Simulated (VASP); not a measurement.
All values below come from r2SCAN+rVV10, VASP's PBE PAW potentials (set 64) (plane waves; VASP).

VASP ran on this input.

File KPOINTS_OPT:
```
k-points along high-symmetry lines
6
Line-mode
Reciprocal
  0.000000   0.000000   0.000000 ! GAMMA
  0.000000   0.500000   0.000000 ! M

  0.000000   0.500000   0.000000 ! M
 -0.333333   0.666667   0.000000 ! K

 -0.333333   0.666667   0.000000 ! K
  0.000000   0.000000   0.000000 ! GAMMA

  0.000000   0.000000   0.000000 ! GAMMA
  0.000000   0.000000   0.500000 ! A

  0.000000   0.000000   0.500000 ! A
  0.000000   0.500000   0.500000 ! L

  0.000000   0.500000   0.500000 ! L
 -0.333333   0.666667   0.500000 ! H

 -0.333333   0.666667   0.500000 ! H
  0.000000   0.000000   0.500000 ! A

  0.000000   0.500000   0.500000 ! L
  0.000000   0.500000   0.000000 ! M

 -0.333333   0.666667   0.500000 ! H
 -0.333333   0.666667   0.000000 ! K
```

**INCAR**
```
SYSTEM = Be
PREC = Accurate
ENCUT = 520
EDIFF = 1E-7
NELM = 100
ALGO = Normal
LREAL = .FALSE.
LASPH = .TRUE.
ISMEAR = -5
METAGGA = R2SCAN
LUSE_VDW = .TRUE.
BPARAM = 11.95
CPARAM = 0.0093
LMIXTAU = .TRUE.
LWAVE = .FALSE.
LCHARG = .FALSE.
LORBIT = 11
NEDOS = 601
ISIF = 2
```

**KPOINTS**
```
Automatic
0
Gamma
  21 21 12
0 0 0
```

POSCAR:
```
Be
1
    1.1329309346    -1.9622937710     0.0000000000
    1.1329309346     1.9622937710     0.0000000000
    0.0000000000     0.0000000000     3.5616170335
Be
2
Direct
  0.3333330000   0.6666670000   0.2500000000
  0.6666670000   0.3333330000   0.7500000000
```

POTCAR, in this order: Be (PBE.64 set). Program: vasp_std.

Output

### OUTCAR
```
 ion  position               nearest neighbor table
   1  0.333  0.667  0.250-   2 2.21   2 2.21   2 2.21   2 2.21   2 2.21   2 2.21
   2  0.667  0.333  0.750-   1 2.21   1 2.21   1 2.21   1 2.21   1 2.21   1 2.21
  LATTYP: Found a hexagonal cell.
 ALAT       =     2.2658617227
 C/A-ratio  =     1.5718598350
 Subroutine PRICEL returns:
 Original cell was already a primitive cell.
 Subroutine GETGRP returns: Found 24 space group operations
The static configuration has the point symmetry D_3d.
 The point group associated with its full space group is D_6h.
The dynamic configuration has the point symmetry D_3d.
 Subroutine INISYM returns: Found 24 space group operations
 Subroutine IBZKPT returns following result:
 Found    336 irreducible k-points:

 Following reciprocal coordinates:
            Coordinates               Weight
  0.000000  0.000000  0.000000      1.000000
  0.047619  0.000000  0.000000      6.000000
  0.095238 -0.000000  0.000000      6.000000
  0.142857 -0.000000  0.000000      6.000000
  0.190476 -0.000000  0.000000      6.000000
  0.238095  0.000000  0.000000      6.000000
  0.285714 -0.000000  0.000000      6.000000
  0.333333  0.000000  0.000000      6.000000
  0.380952 -0.000000  0.000000      6.000000
  0.428571 -0.000000  0.000000      6.000000
  0.476190  0.000000  0.000000      6.000000
  0.047619  0.047619  0.000000      6.000000
  0.095238  0.047619  0.000000     12.000000
  0.142857  0.047619  0.000000     12.000000
  0.190476  0.047619  0.000000     12.000000
  0.238095  0.047619  0.000000     12.000000
  0.285714  0.047619  0.000000     12.000000
  0.333333  0.047619  0.000000     12.000000
  0.380952  0.047619  0.000000     12.000000
  0.428571  0.047619  0.000000     12.000000
  0.476190  0.047619  0.000000      6.000000
  0.095238  0.095238  0.000000      6.000000
  0.142857  0.095238  0.000000     12.000000
  0.190476  0.095238  0.000000     12.000000
  0.238095  0.095238  0.000000     12.000000
  0.285714  0.095238  0.000000     12.000000
  0.333333  0.095238  0.000000     12.000000
  0.380952  0.095238  0.000000     12.000000
  0.428571  0.095238  0.000000     12.000000
  0.142857  0.142857  0.000000      6.000000
  0.190476  0.142857  0.000000     12.000000
  0.238095  0.142857  0.000000     12.000000
  0.285714  0.142857  0.000000     12.000000
  0.333333  0.142857  0.000000     12.000000
  0.380952  0.142857  0.000000     12.000000
  0.428571  0.142857  0.000000      6.000000
  0.190476  0.190476  0.000000      6.000000
  0.238095  0.190476  0.000000     12.000000
  0.285714  0.190476  0.000000     12.000000
  0.333333  0.190476  0.000000     12.000000
   k-points           NKPTS =    336   k-points in BZ     NKDIM =    336   number of bands    NBANDS=      6
   number of dos      NEDOS =    601   number of ions     NIONS =      2
   total plane-waves  NPLWV =   9072
   dimension x,y,z NGX =    18 NGY =   18 NGZ =   28
   dimension x,y,z NGXF=    36 NGYF=   36 NGZF=   56
   ions per type =               2
   PREC   = accura    normal or accurate (medium, high low for compatibility)
   ISTART =      0    job   : 0-new  1-cont  2-samecut
   ICHARG =      2    charge: 1-file 2-atom 10-const
   ISPIN  =      1    spin polarized calculation?
   LNONCOLLINEAR =      F non collinear calculations
   LSORBIT =      F    spin-orbit coupling
   INIWAV =      1    electr: 0-lowe 1-rand  2-diag
   ENCUT  =  520.0 eV  38.22 Ry    6.18 a.u.   4.21  4.21  6.62*2*pi/ulx,y,z
   NELM   =    100;   NELMIN=  2; NELMDL= -5     # of ELM steps
   EDIFF  = 0.1E-06   stopping-criterion for ELM
   LREAL  =      F    real-space projection
...
```

**OSZICAR**
```
       N       E                     dE             d eps       ncg     rms          rms(c)
DAV:   1    -0.358242208278E+01   -0.35824E+01   -0.18430E+03  4068   0.568E+02
DAV:   2    -0.892830452789E+01   -0.53459E+01   -0.52765E+01  6210   0.671E+01
DAV:   3    -0.896033044027E+01   -0.32026E-01   -0.31926E-01  5286   0.482E+00
DAV:   4    -0.896035861090E+01   -0.28171E-04   -0.28113E-04  5856   0.134E-01
DAV:   5    -0.896035862469E+01   -0.13787E-07   -0.13073E-07  5274   0.158E-03    0.130E+00
DAV:   6    -0.867868808958E+01    0.28167E+00   -0.96174E-02  4332   0.298E+00    0.762E-01
DAV:   7    -0.865791511602E+01    0.20773E-01   -0.15118E-02  4368   0.127E+00    0.132E-01
DAV:   8    -0.867936035591E+01   -0.21445E-01   -0.85837E-03  4632   0.909E-01    0.118E-02
DAV:   9    -0.867802681536E+01    0.13335E-02   -0.20707E-04  5220   0.157E-01    0.113E-02
DAV:  10    -0.867778596731E+01    0.24085E-03   -0.19925E-05  4794   0.472E-02    0.669E-03
DAV:  11    -0.867775802135E+01    0.27946E-04   -0.95622E-06  5100   0.237E-02    0.183E-03
DAV:  12    -0.867776052285E+01   -0.25015E-05   -0.29538E-06  4524   0.205E-02    0.181E-04
DAV:  13    -0.867776178035E+01   -0.12575E-05   -0.96191E-09  4326   0.106E-03    0.775E-05
DAV:  14    -0.867776094088E+01    0.83947E-06   -0.81965E-09  2598   0.682E-04    0.339E-05
DAV:  15    -0.867776141628E+01   -0.47539E-06   -0.15613E-09  2388   0.369E-04    0.571E-06
DAV:  16    -0.867776139982E+01    0.16456E-07   -0.32240E-11  2304   0.728E-05
   1 F= -.86777614E+01 E0= -.86777614E+01  d E =0.000000E+00
       N       E                     dE             ncg
```

OUTCAR:
```
------------------------ aborting loop because EDIFF is reached ----------------------------------------
  FORCE on cell =-STRESS in cart. coord.  units (eV):
  Direction    XX          YY          ZZ          XY          YZ          ZX
  --------------------------------------------------------------------------------------
  Total       -0.0721666     -0.0721666      0.1508905      0.0000000      0.0000000      0.0000000
  in kB       -7.3013337     -7.3013324     15.2660929      0.0000000      0.0000000      0.0000000
  external PRESSURE =       0.2211423 kB  Pullay stress =       0.0000000 kB
  volume of cell :       15.84
      direct lattice vectors                 reciprocal lattice vectors
     1.132930935 -1.962293771  0.000000000     0.441333169 -0.254803846  0.000000000
     1.132930935  1.962293771  0.000000000     0.441333169  0.254803846  0.000000000
     0.000000000  0.000000000  3.561617034     0.000000000  0.000000000  0.280771344
 POSITION                                       TOTAL-FORCE (eV/Angst)
 -----------------------------------------------------------------------------------
      1.13293      0.65410      0.89040        -0.000000     -0.000000      0.000000
      1.13293     -0.65410      2.67121         0.000000      0.000000      0.000000
 -----------------------------------------------------------------------------------
    total drift:                                0.000000     -0.000003      0.000004
  FREE ENERGIE OF THE ION-ELECTRON SYSTEM (eV)
  ---------------------------------------------------
  free  energy   TOTEN  =        -8.6777613998 eV

  energy  without entropy=       -8.6777613998  energy(sigma->0) =       -8.67776140

 total charge

# of ion       s       p       d       tot
------------------------------------------
    1        0.407   0.763   0.000   1.170
    2        0.407   0.763   0.000   1.170
--------------------------------------------------
tot          0.815   1.526   0.000   2.341
```
(Selected blocks of OUTCAR.)

For a metal the tetrahedron method with Blöchl corrections gives inexact stress and forces.

The compound is Be in the hcp structure. It was relaxed first.
